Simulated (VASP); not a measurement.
Computed with PBEsol GGA, VASP's PBE PAW potentials (set 64) (plane waves; VASP 6.6.1).

VASP input:

**POSCAR**
```
MnC
1
    3.2982339248    -0.0000000000     0.0000000000
   -1.6491169624     2.8563544466     0.0000000000
    0.0000000000     0.0000000000     3.8996596123
Mn C
2 2
Direct
  0.3333330000   0.6666670000   0.9375279602
  0.6666670000   0.3333330000   0.4375279602
  0.3333330000   0.6666670000   0.4374720398
  0.6666670000   0.3333330000   0.9374720398
```

File KPOINTS:
```
Automatic mesh
0
Gamma
12 12 9
0 0 0
```

**INCAR**
```
# general
SYSTEM   =  MnC
PREC     =  Accurate
ENCUT    =  520
LREAL    =  .False.
LASPH    =  .True.

# electronic loop
EDIFF    =  1E-7
NELM     =  100
ALGO     =  Normal
LMAXMIX  =  4

# smearing
ISMEAR   =  -5

# functional
GGA      =  PS

# spin
ISPIN    =  2
MAGMOM   =  2*1.2 2*-0.1

# ions
ISIF     =  2

# output
LWAVE    =  .False.
LCHARG   =  .True.
LORBIT   =  11
NEDOS    =  601

# other
LEFG     =  .True.
```

POTCAR, in this order: Mn_pv C (PBE.64 set). Program: vasp_std.

Output of the run:

**OUTCAR**
```
 ion  position               nearest neighbor table
   1  0.333  0.667  0.938-   4 1.90   4 1.90   4 1.90   3 1.95   3 1.95   2 2.73   2 2.73   2 2.73
                             2 2.73   2 2.73   2 2.73
   2  0.667  0.333  0.438-   3 1.90   3 1.90   3 1.90   4 1.95   4 1.95   1 2.73   1 2.73   1 2.73
                             1 2.73   1 2.73   1 2.73
   3  0.333  0.667  0.437-   2 1.90   2 1.90   2 1.90   1 1.95   1 1.95
   4  0.667  0.333  0.937-   1 1.90   1 1.90   1 1.90   2 1.95   2 1.95
  LATTYP: Found a hexagonal cell.
 ALAT       =     3.2982339248
 C/A-ratio  =     1.1823477962
 Subroutine PRICEL returns:
 Original cell was already a primitive cell.
 Subroutine GETGRP returns: Found 12 space group operations
The static configuration has the point symmetry C_3v.
 The point group associated with its full space group is C_6v.
The dynamic configuration has the point symmetry C_3v.
The overall configuration has the point symmetry C_3v.
 Subroutine INISYM returns: Found 12 space group operations
 Subroutine IBZKPT returns following result:
 Found     95 irreducible k-points:

 Following reciprocal coordinates:
            Coordinates               Weight
  0.000000  0.000000  0.000000      1.000000
  0.083333  0.000000  0.000000      6.000000
  0.166667 -0.000000  0.000000      6.000000
  0.250000  0.000000  0.000000      6.000000
  0.333333  0.000000  0.000000      6.000000
  0.416667 -0.000000  0.000000      6.000000
  0.500000  0.000000  0.000000      3.000000
  0.083333  0.083333  0.000000      6.000000
  0.166667  0.083333  0.000000     12.000000
  0.250000  0.083333  0.000000     12.000000
  0.333333  0.083333  0.000000     12.000000
  0.416667  0.083333  0.000000     12.000000
  0.166667  0.166667  0.000000      6.000000
  0.250000  0.166667  0.000000     12.000000
  0.333333  0.166667  0.000000     12.000000
  0.416667  0.166667  0.000000      6.000000
  0.250000  0.250000  0.000000      6.000000
...
```

**OSZICAR**
```
       N       E                     dE             d eps       ncg     rms          rms(c)
DAV:   1     0.365321831621E+03    0.36532E+03   -0.19638E+04  8392   0.194E+03
DAV:   2    -0.159575938537E+02   -0.38128E+03   -0.36755E+03  8432   0.532E+02
DAV:   3    -0.474913150814E+02   -0.31534E+02   -0.30815E+02 10844   0.148E+02
DAV:   4    -0.482739119726E+02   -0.78260E+00   -0.75732E+00  9324   0.222E+01
DAV:   5    -0.482896260421E+02   -0.15714E-01   -0.15724E-01  9684   0.341E+00    0.416E+01
DAV:   6    -0.490593993498E+02   -0.76977E+00   -0.18078E+02  9912   0.134E+02    0.314E+01
DAV:   7    -0.379923623696E+02    0.11067E+02   -0.68679E+01  9946   0.871E+01    0.916E+00
DAV:   8    -0.380504922418E+02   -0.58130E-01   -0.34033E+00  9176   0.138E+01    0.376E+00
DAV:   9    -0.380326893605E+02    0.17803E-01   -0.28022E-01 11050   0.420E+00    0.114E+00
DAV:  10    -0.380318034516E+02    0.88591E-03   -0.20361E-02  9288   0.137E+00    0.483E-01
DAV:  11    -0.380312642084E+02    0.53924E-03   -0.27097E-03 10476   0.458E-01    0.174E-01
DAV:  12    -0.380312231489E+02    0.41059E-04   -0.42792E-04 10250   0.181E-01    0.670E-02
DAV:  13    -0.380311974595E+02    0.25689E-04   -0.49859E-05  9786   0.572E-02    0.309E-02
DAV:  14    -0.380312079928E+02   -0.10533E-04   -0.48301E-06  9394   0.212E-02    0.124E-02
DAV:  15    -0.380312184584E+02   -0.10466E-04   -0.51352E-06 10952   0.187E-02    0.238E-03
DAV:  16    -0.380312181647E+02    0.29377E-06   -0.25728E-07  6076   0.419E-03    0.117E-03
DAV:  17    -0.380312184444E+02   -0.27972E-06   -0.14052E-07  5302   0.203E-03    0.386E-04
DAV:  18    -0.380312183344E+02    0.10995E-06   -0.10877E-08  4318   0.101E-03    0.356E-04
DAV:  19    -0.380312182891E+02    0.45282E-07   -0.17350E-09  4318   0.336E-04
   1 F= -.38031218E+02 E0= -.38031218E+02  d E =0.000000E+00  mag=     2.0919
```

OUTCAR:
```
------------------------ aborting loop because EDIFF is reached ----------------------------------------
  FORCE on cell =-STRESS in cart. coord.  units (eV):
  Direction    XX          YY          ZZ          XY          YZ          ZX
  --------------------------------------------------------------------------------------
  Total        0.0621241      0.0621241     -0.0396633     -0.0000000      0.0000000      0.0000000
  in kB        2.7092600      2.7092602     -1.7297328     -0.0000000      0.0000000      0.0000000
  external PRESSURE =       1.2295958 kB  Pullay stress =       0.0000000 kB
  volume of cell :       36.74
      direct lattice vectors                 reciprocal lattice vectors
     3.298233925  0.000000000  0.000000000     0.303192564  0.175048303  0.000000000
    -1.649116962  2.856354447  0.000000000     0.000000000  0.350096607  0.000000000
     0.000000000  0.000000000  3.899659612     0.000000000  0.000000000  0.256432638
 POSITION                                       TOTAL-FORCE (eV/Angst)
 -----------------------------------------------------------------------------------
     -0.00000      1.90424      3.65604         0.000000      0.000000     -0.002152
      1.64912      0.95212      1.70621        -0.000000     -0.000000     -0.002152
     -0.00000      1.90424      1.70599        -0.000000     -0.000000      0.002152
      1.64912      0.95212      3.65582        -0.000000      0.000000      0.002152
 -----------------------------------------------------------------------------------
    total drift:                               -0.001144      0.000660      0.002361
  FREE ENERGIE OF THE ION-ELECTRON SYSTEM (eV)
  ---------------------------------------------------
  free  energy   TOTEN  =       -38.0312182891 eV

  energy  without entropy=      -38.0312182891  energy(sigma->0) =      -38.03121829

 total charge

# of ion       s       p       d       tot
------------------------------------------
    1        0.386   6.466   5.388  12.239
    2        0.386   6.466   5.388  12.239
    3        0.903   1.513   0.000   2.416
    4        0.903   1.513   0.000   2.416
--------------------------------------------------
tot          2.577  15.958  10.776  29.311

 magnetization (x)

# of ion       s       p       d       tot
------------------------------------------
    1        0.004   0.002   1.156   1.162
    2        0.004   0.002   1.156   1.162
    3       -0.011  -0.101   0.000  -0.111
    4       -0.011  -0.101   0.000  -0.111
--------------------------------------------------
tot         -0.013  -0.197   2.312   2.102

 Electric field gradients after diagonalization (V/A^2)
 (convention: |V_zz| > |V_xx| > |V_yy|)
----------------------------------------------------------------------
 ion       V_xx      V_yy      V_zz     asymmetry (V_yy - V_xx)/ V_zz
----------------------------------------------------------------------
   1       8.514     8.508   -17.021       0.000
   2       8.514     8.508   -17.021       0.000
   3      -2.514    -2.512     5.026       0.000
   4      -2.514    -2.512     5.026       0.000
```
(Selected blocks of OUTCAR.)

For a metal the tetrahedron method with Blöchl corrections gives inexact stress and forces.

The structure was generated: MnC was put into the wurtzite type (P6_3mc), which need not be its known phase. It was relaxed first, which changed the volume by -40 %. The relaxed cell has space group P6_3/mmc.
